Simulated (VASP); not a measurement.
# Pt: structure and properties in VASP, part 2 of 3

What structure and properties does SCAN give Pt, and how near are they to the measured ones? Left out of this account: 1 further run (core levels: core levels are not valid at this level). The start is a cell from a database of measured crystal structures.

VASP 6.6.1, plane waves and PAW; the level of theory is named at each step.

So far. Step 3 (Relaxing cell and atoms (SCAN)): It ends with forces that vanish by symmetry and a pressure of -0.04 GPa. The volume lies -1.9 % from that of the database's start, which holds the thermal and zero-point expansion of its experiment. Step 4 (Second relaxation): It ends with forces that vanish by symmetry and a pressure of -0.05 GPa. The volume moved by under 0.01 %: the run met its threshold at the first step. The relaxed cell has a = 3.897 Å (conventional setting).

**5. Single point with fields (SCAN)**

Level of this step: SCAN; plane waves and PAW (Pt) (VASP).

The relaxed cell gets a fresh self-consistent run, on a basis set for its own volume, to fix the density and to check the remaining stress.

INCAR reads:

```
SYSTEM = Pt
PREC = Accurate
ENCUT = 400
EDIFF = 1E-06
NELM = 100
ISMEAR = 1
SIGMA = 0.2
LREAL = .FALSE.
ALGO = Normal
METAGGA = SCAN
LASPH = .TRUE.
NBANDS = 11
LORBIT = 11
LWAVE = .FALSE.
LCHARG = .TRUE.
ISIF = 2
LELF = .TRUE.
LVHAR = .TRUE.
```

POSCAR reads:

```
Pt
1.0
    0.0000000000      1.9483562535      1.9483562535
    1.9483562535      0.0000000000      1.9483562535
    1.9483562535      1.9483562535      0.0000000000
Pt
1
Direct
    0.0000000000      0.0000000000      0.0000000000
```

KPOINTS reads:

```
Automatic mesh
0
Gamma
12 12 12
0 0 0
```

Potentials, in the order of the species: Pt (PBE family, release 64).

Launch:

```console
> mpirun -np 2 vasp_std
```

The program printed:

```text
[banner, memory and clock lines left out]
running    2 mpi-ranks, on    1 nodes
 distrk:  each k-point on    2 cores,    1 groups
 distr:  one band on    1 cores,    2 groups

 POSCAR found type information on POSCAR Pt
 POSCAR found :  1 types and       1 ions
 [... a notice as in an earlier step ...]

 LDA part: xc-table for (None), standard interpolation
|                                                                             |
|           W    W    AA    RRRRR   N    N  II  N    N   GGGG   !!!           |
|           W    W   A  A   R    R  NN   N  II  NN   N  G    G  !!!           |
|           W    W  A    A  R    R  N N  N  II  N N  N  G       !!!           |
|           W WW W  AAAAAA  RRRRR   N  N N  II  N  N N  G  GGG   !            |
|           WW  WW  A    A  R   R   N   NN  II  N   NN  G    G                |
|           W    W  A    A  R    R  N    N  II  N    N   GGGG   !!!           |
|                                                                             |
|     The number of bands has been changed from the values supplied in        |
|     The orbitals not found in the WAVECAR file will be initialized with     |
|     random numbers, which is usually adequate. For correlated               |
|     calculations, however, you should redo the groundstate calculation.     |
|     I found NBANDS = 11. Now, NBANDS = 12.                                  |
|                                                                             |

 POSCAR, INCAR and KPOINTS ok, starting setup
 FFT: planning ... GRIDC
 FFT: planning ... GRID_SOFT
 FFT: planning ... GRID
 WAVECAR not read
 entering main loop
       N       E                     dE             d eps       ncg     rms          rms(c)
DAV:   1    -0.350909374992E+02   -0.35091E+02   -0.47432E+03  1992   0.638E+02
DAV:   2    -0.732385683837E+02   -0.38148E+02   -0.36338E+02  2080   0.154E+02
DAV:   3    -0.737128055392E+02   -0.47424E+00   -0.47294E+00  2072   0.155E+01
DAV:   4    -0.737141292115E+02   -0.13237E-02   -0.13236E-02  2088   0.988E-01
DAV:   5    -0.737141360395E+02   -0.68281E-05   -0.68289E-05  2132   0.647E-02    0.127E+01
DAV:   6    -0.702196319373E+02    0.34945E+01   -0.61269E-01  1808   0.605E+00    0.720E+00
DAV:   7    -0.702525169615E+02   -0.32885E-01   -0.35936E-02  2092   0.164E+00    0.248E+00
DAV:   8    -0.702538894785E+02   -0.13725E-02   -0.11485E-02  2060   0.939E-01    0.167E-01
DAV:   9    -0.702539094185E+02   -0.19940E-04   -0.29126E-03  2096   0.424E-01    0.507E-02
DAV:  10    -0.702539387982E+02   -0.29380E-04   -0.19681E-04  2084   0.125E-01    0.341E-02
DAV:  11    -0.702539519819E+02   -0.13184E-04   -0.29859E-05  2144   0.521E-02    0.169E-02
DAV:  12    -0.702539475246E+02    0.44573E-05   -0.21306E-05  2012   0.391E-02    0.589E-03
DAV:  13    -0.702539485112E+02   -0.98663E-06   -0.26863E-06  1184   0.119E-02
   1 F= -.70253949E+02 E0= -.70252585E+02  d E =-.409127E-02
```

Elapsed: 25 s, on 2 MPI ranks of Intel Xeon Platinum 8259CL at 2.50GHz (Skylake/Cascade Lake), shared host; peak memory 0.21 GiB.

OUTCAR, selected parts (step 5):

```text
The static configuration has the point symmetry O_h .

 Found     72 irreducible k-points:

   k-points           NKPTS =     72   k-points in BZ     NKDIM =     72   number of bands    NBANDS=     12

   NELECT =      10.0000    total number of electrons

 E-fermi :  11.3449

 k-point     1 :       0.0000    0.0000    0.0000
  band No.  band energies     occupation
    ...
      2       7.2106      2.00000
      3       7.2117      2.00000
      4       7.2118      2.00000
      5       9.4621      2.00000
      6       9.4627      2.00000
      7      26.5092      0.00000
      8      31.7190      0.00000
      9      31.7191      0.00000
     10      31.7191      0.00000
     11      37.8736      0.00000
    ...

 k-point     2 :       0.0833    0.0000    0.0000
  band No.  band energies     occupation
    ...
      2       7.0784      2.00000
      3       7.3279      2.00000
      4       7.3286      2.00000
      5       9.4008      2.00000
      6       9.4014      2.00000
      7      26.9820      0.00000
      8      30.4158      0.00000
      9      32.1793      0.00000
     10      32.1793      0.00000
     11      39.1730      0.00000
    ...

  Total       -0.0048777     -0.0048777     -0.0048777     -0.0000000     -0.0000000      0.0000000
  in kB       -0.5283105     -0.5283105     -0.5283105     -0.0000000     -0.0000000      0.0000000
  external PRESSURE =      -0.5283105 kB  Pullay stress =       0.0000000 kB

 POSITION                                       TOTAL-FORCE (eV/Angst)
 -----------------------------------------------------------------------------------
      0.00000      0.00000      0.00000         0.000000     -0.000000      0.000000
 -----------------------------------------------------------------------------------
    total drift:                               -0.000000      0.000000     -0.000000

  FREE ENERGIE OF THE ION-ELECTRON SYSTEM (eV)
  ---------------------------------------------------
  free  energy   TOTEN  =       -70.2539485112 eV

  energy  without entropy=      -70.2498572394  energy(sigma->0) =      -70.25258475

[... 9 parts as in an earlier step ...]

[... 4 further parts left out ...]
```

This step gave:

```yaml
scf_cycles: 13
bands: 12
pressure: -0.05283 GPa
```

Valence electrons inside each PAW sphere by angular momentum. Sphere charges, by row:

```csv
atom,s (e),p (e),d (e),tot (e)
Pt1,0.572,0.583,8.051,9.205
```

ELF in the ac plane of the conventional cell at fractional y = 0.000, with atoms of Pt within 0.2 Å of it. It is the smooth field of the valence electrons, not physical close to the nuclei.

Values, 14 rows by 14 columns, each cell a mean:
```
0.01 0.04 0.18 0.35 0.28 0.19 0.14 0.13 0.16 0.22 0.33 0.29 0.11 0.02
0.09 0.14 0.27 0.34 0.28 0.22 0.19 0.19 0.20 0.24 0.31 0.32 0.20 0.11
0.29 0.31 0.34 0.33 0.30 0.28 0.28 0.29 0.28 0.29 0.31 0.34 0.32 0.29
0.34 0.32 0.31 0.32 0.33 0.34 0.35 0.35 0.34 0.34 0.33 0.31 0.31 0.33
0.22 0.23 0.25 0.31 0.34 0.27 0.18 0.17 0.20 0.29 0.34 0.29 0.24 0.22
0.15 0.17 0.23 0.32 0.31 0.14 0.04 0.03 0.06 0.20 0.34 0.28 0.20 0.16
0.11 0.15 0.22 0.34 0.29 0.09 0.01 0.06 0.03 0.17 0.35 0.29 0.19 0.13
0.13 0.16 0.22 0.33 0.29 0.11 0.02 0.01 0.04 0.18 0.35 0.28 0.19 0.14
0.19 0.20 0.24 0.31 0.32 0.20 0.11 0.09 0.14 0.27 0.34 0.28 0.22 0.19
0.29 0.28 0.29 0.31 0.34 0.32 0.29 0.29 0.31 0.34 0.33 0.30 0.28 0.28
0.35 0.34 0.34 0.33 0.31 0.31 0.33 0.34 0.32 0.31 0.32 0.33 0.34 0.35
0.17 0.20 0.29 0.34 0.29 0.24 0.22 0.22 0.23 0.25 0.31 0.34 0.27 0.18
0.03 0.06 0.20 0.34 0.28 0.20 0.16 0.15 0.17 0.23 0.32 0.31 0.14 0.04
0.06 0.03 0.17 0.35 0.29 0.19 0.13 0.11 0.15 0.22 0.34 0.29 0.09 0.01
```
Columns run along a (3.9 Å), rows up along c (3.9 Å), edges of the conventional cell, whose origin can differ from the input's. Atoms in or near the plane, at fractional coordinates: Pt at (0.00, 0.00), Pt at (0.50, 0.50).

Valence density in the ac plane of the conventional cell at fractional y = 0.000, with atoms of Pt within 0.2 Å of it. It is the smooth field of the valence electrons, not physical close to the nuclei.

Ten even steps from '_' (0.1 e/Å³) to '@' (3.6 e/Å³), each cell a mean:
```
%%##==::____________..--++%%
**++--..______________::==++
--::..________________..::--
....______..::::::..______..
________..--==++==::..______
______..::++####**==::______
______..--**%%@@##++::______
______..--++%%%%##==::______
________::==++**++--..______
________..::----::..________
::::..______......______..::
++==::..______________..--==
##**==::____________..::++##
@@##++::____________..--**%%
```
Columns run along a (3.9 Å), rows up along c (3.9 Å), edges of the conventional cell, whose origin can differ from the input's. Atoms in or near the plane, at fractional coordinates: Pt at (0.00, 0.00), Pt at (0.50, 0.50).

Electrostatic potential energy in the ac plane of the conventional cell at fractional y = 0.000, with atoms of Pt within 0.2 Å of it. With pseudopotentials it is smooth inside the atoms' cores, unlike the true potential.

Ten even steps from '0' (-70 eV) to '9' (3 eV), each cell a mean:
```
00369999998520
12479999999632
45799999999865
88999766789998
99997432358999
99985200137999
99984100026999
99985200036999
99996321247999
99998654579999
67899988899976
23589999999743
01379999998520
00269999998410
```
Columns run along a (3.9 Å; values clipped at the 3rd and 97th percentile), rows up along c (3.9 Å), edges of the conventional cell, whose origin can differ from the input's. Atoms in or near the plane, at fractional coordinates: Pt at (0.00, 0.00), Pt at (0.50, 0.50).

In this run the pressure is -0.05 GPa, small enough to go on.

**6. Bands along the symmetry lines (SCAN)**

Levels along the symmetry lines show where the bands peak and cross; KPOINTS_OPT computes them in the converged potential.

INCAR reads:

```
SYSTEM = Pt
PREC = Accurate
ENCUT = 400
EDIFF = 1E-06
NELM = 100
ISMEAR = 1
SIGMA = 0.2
LREAL = .FALSE.
ALGO = Normal
METAGGA = SCAN
LASPH = .TRUE.
NBANDS = 16
LORBIT = 11
LWAVE = .FALSE.
LCHARG = .FALSE.
KPAR = 2
```

POSCAR is that of step 5.

KPOINTS is that of step 5.

KPOINTS_OPT reads:

```
Line mode
16
Line-mode
Reciprocal
  0.00000000   0.00000000   0.00000000 GAMMA
  0.50000000   0.00000000   0.50000000 X

  0.50000000   0.00000000   0.50000000 X
  0.50000000   0.25000000   0.75000000 W

  0.50000000   0.25000000   0.75000000 W
  0.37500000   0.37500000   0.75000000 K

  0.37500000   0.37500000   0.75000000 K
  0.00000000   0.00000000   0.00000000 GAMMA

  0.00000000   0.00000000   0.00000000 GAMMA
  0.50000000   0.50000000   0.50000000 L

  0.50000000   0.50000000   0.50000000 L
  0.62500000   0.25000000   0.62500000 U

  0.62500000   0.25000000   0.62500000 U
  0.50000000   0.25000000   0.75000000 W

  0.50000000   0.25000000   0.75000000 W
  0.50000000   0.50000000   0.50000000 L

  0.50000000   0.50000000   0.50000000 L
  0.37500000   0.37500000   0.75000000 K

  0.62500000   0.25000000   0.62500000 U
  0.50000000   0.00000000   0.50000000 X
```

Launch:

```console
> mpirun -np 2 vasp_std
```

The program printed:

```text
[... set-up lines as in an earlier step ...]
 entering main loop
       N       E                     dE             d eps       ncg     rms          rms(c)
DAV:   1    -0.295219687420E+02   -0.29522E+02   -0.43988E+03  2424   0.479E+02
DAV:   2    -0.730617115452E+02   -0.43540E+02   -0.41473E+02  3144   0.136E+02
DAV:   3    -0.737127712978E+02   -0.65106E+00   -0.64939E+00  3120   0.150E+01
DAV:   4    -0.737141314856E+02   -0.13602E-02   -0.13601E-02  2808   0.807E-01
DAV:   5    -0.737141360636E+02   -0.45780E-05   -0.45774E-05  3120   0.402E-02    0.127E+01
DAV:   6    -0.702192797300E+02    0.34949E+01   -0.55504E-01  3384   0.454E+00    0.723E+00
DAV:   7    -0.702523354530E+02   -0.33056E-01   -0.40560E-02  3296   0.129E+00    0.244E+00
DAV:   8    -0.702538607101E+02   -0.15253E-02   -0.92936E-03  3240   0.680E-01    0.160E-01
DAV:   9    -0.702539087048E+02   -0.47995E-04   -0.24903E-03  3016   0.312E-01    0.511E-02
DAV:  10    -0.702539392792E+02   -0.30574E-04   -0.19449E-04  3192   0.953E-02    0.315E-02
DAV:  11    -0.702539515149E+02   -0.12236E-04   -0.23453E-05  3152   0.363E-02    0.154E-02
DAV:  12    -0.702539475385E+02    0.39764E-05   -0.16216E-05  3216   0.274E-02    0.564E-03
DAV:  13    -0.702539485636E+02   -0.10251E-05   -0.23652E-06  2408   0.883E-03    0.426E-04
DAV:  14    -0.702539485345E+02    0.29085E-07   -0.90925E-08  2176   0.200E-03
   1 F= -.70253949E+02 E0= -.70252585E+02  d E =-.409057E-02
 Start KPOINTS_OPT (optional k-point list driver)
k-point batch [1-72\160]
       N       E                     dE             ncg
DAV:   1     0.866080221799E+04   -0.14690E+05     2384
DAV:   2     0.535761610772E+04   -0.33032E+04     3264
DAV:   3     0.531034200250E+04   -0.47274E+02     2960
DAV:   4     0.531022536341E+04   -0.11664E+00     2960
DAV:   5     0.531022486145E+04   -0.50196E-03     2928
DAV:   6     0.531022485884E+04   -0.26176E-05     2792
DAV:   7     0.531022485880E+04   -0.38490E-07     2528
[...]
k-point batch [145-160\160]
       N       E                     dE             ncg
DAV:   1     0.271209566930E+05   -0.52993E+04      528
DAV:   2     0.263991254736E+05   -0.72183E+03      744
DAV:   3     0.263897246840E+05   -0.94008E+01      720
DAV:   4     0.263897064387E+05   -0.18245E-01      608
DAV:   5     0.263897063714E+05   -0.67271E-04      720
DAV:   6     0.263897063711E+05   -0.31650E-06      528
```

Wall time 51 s (2 MPI ranks); peak memory 0.25 GiB; 1.7 min of CPU time.

OUTCAR, selected parts (step 6):

```text
   k-points           NKPTS =     72   k-points in BZ     NKDIM =     72   number of bands    NBANDS=     16

   NELECT =      10.0000    total number of electrons

 E-fermi :  11.3450

 k-point     1 :       0.0000    0.0000    0.0000
  band No.  band energies     occupation
    ...
      2       7.2108      2.00000
      3       7.2119      2.00000
      4       7.2119      2.00000
      5       9.4621      2.00000
      6       9.4626      2.00000
      7      26.5092      0.00000
      8      31.7190      0.00000
      9      31.7191      0.00000
     10      31.7191      0.00000
     11      37.8734      0.00000
    ...

  Total       -0.0065603     -0.0065603     -0.0065603      0.0000000      0.0000000      0.0000000
  in kB       -0.7105618     -0.7105618     -0.7105618      0.0000000      0.0000000      0.0000000
  external PRESSURE =      -0.7105618 kB  Pullay stress =       0.0000000 kB

 POSITION                                       TOTAL-FORCE (eV/Angst)
 -----------------------------------------------------------------------------------
      0.00000      0.00000      0.00000         0.000000      0.000000      0.000000
 -----------------------------------------------------------------------------------
    total drift:                                0.000000      0.000000     -0.000000

  FREE ENERGIE OF THE ION-ELECTRON SYSTEM (eV)
  ---------------------------------------------------
  free  energy   TOTEN  =       -70.2539485345 eV

  energy  without entropy=      -70.2498579688  energy(sigma->0) =      -70.25258501

[... 8 parts as in an earlier step ...]

[... 8 further parts left out ...]
```

Spin-orbit coupling is off here; with elements this heavy it splits and shifts levels by tenths of an eV or more.

This step gave:

* SCF cycles: 14
* bands: 16
* Fermi energy: 11.35 eV
* pressure: -0.07106 GPa

Electronic bands along the path, in eV, zero at the Fermi level; # counts the bands kept:

```csv
point,#2,#3,#4,#5,#6,#7
Γ,-4.13,-4.13,-4.13,-1.88,-1.88,15.16
0.47 of the way,-5.70,-3.36,-2.56,-2.55,-1.14,18.39
X,-7.20,-0.10,0.58,0.58,1.52,9.03
0.53 of the way,-6.56,-2.58,-1.16,0.58,5.17,7.64
W,-4.99,-4.99,-2.31,0.59,7.06,8.53
0.47 of the way,-5.79,-3.92,-1.95,0.30,6.30,7.40
K,-5.95,-3.18,-1.54,-0.16,5.65,6.98
0.47 of the way,-5.18,-4.12,-2.92,-2.61,0.36,13.23
Γ,-4.13,-4.13,-4.13,-1.88,-1.88,15.16
0.47 of the way,-4.59,-3.73,-3.73,-1.76,-1.76,14.52
L,-4.24,-4.24,-0.71,0.03,0.03,5.99
0.47 of the way,-4.92,-3.42,-3.28,-0.15,3.52,5.67
U,-5.95,-3.18,-1.54,-0.16,5.65,6.98
0.47 of the way,-5.83,-3.78,-1.87,0.22,6.16,7.30
W,-4.99,-4.99,-2.31,0.59,7.06,8.53
0.47 of the way,-5.35,-3.95,-2.85,-0.23,4.90,5.55
L,-4.24,-4.24,-0.71,0.03,0.03,5.99
0.53 of the way,-5.06,-3.56,-3.19,-0.19,4.04,5.66
K,-5.95,-3.18,-1.54,-0.16,5.65,6.98
jump to U,-5.95,-3.18,-1.54,-0.16,5.65,6.98
0.47 of the way,-6.85,-1.49,-0.62,0.36,4.08,7.74
X,-7.20,-0.10,0.58,0.58,1.52,9.03
```

The electronic bands as a text plot (rows in eV, shown from -8.0 to 5.5 only):

```
    5.3 |                                     *              *
    4.7 |                *                   *              *
    4.1 |          *      *                          *     *
    3.6 |                                   *                  *
    3.0 |                                             *
    2.4 |         *        *                              *
    1.9 |                   *              *                    *
    1.3 |        *                                     * *
    0.7 |        ******                          **             *
    0.2 |       *      **    *           ***    *  *   ****   ***
   -0.4 |      ****      *              *   ****    ***    *** **
   -0.9 |    **    *      *   *        * **             *     **
   -1.5 | *** **   **   *  *   *      *        *             *
   -2.1 |**  *       *** ** *   ******  *  *  * ****   * *
   -2.6 |  *               *****             *      * *   * * *
   -3.2 |   ***     *   *     *             *  *     *     * *
   -3.8 | **           * *    ***   ****   * ** *    ***  ***
   -4.3 |**          *    *  *  ******* ****     *  *  ***
   -4.9 |  *          *    *****            *     ** **   **
   -5.5 |   *        **  **                  **  * **       *
   -6.0 |    **     *****  *                   ******        *
   -6.6 |      *   **  **** *                ****    *      ***
   -7.2 |      *****                        *         *    *  ***
   -7.7 |    ** ***          *             *           * **     *
         Γ       X    W  K        Γ      L     U  W     L   K|U X
```

There is no gap at this level.

[end of part 2 of 3]

[Lines on the potential files, build, host, timing and source positions are cut from VASP's logs without a mark.]

[Logs are printed without paths, hosts, clocks, repeated set-up lines and the standing remarks that a program may print on its own settings, such as how far it seeks lower states.]

[Hosts, paths, dates, database ids (printed as entryN), source tags and the programs' standing remarks are cut or masked in the printed files.]

[A measured line is paired with the nearest computed mode of its activity, which favours agreement.]
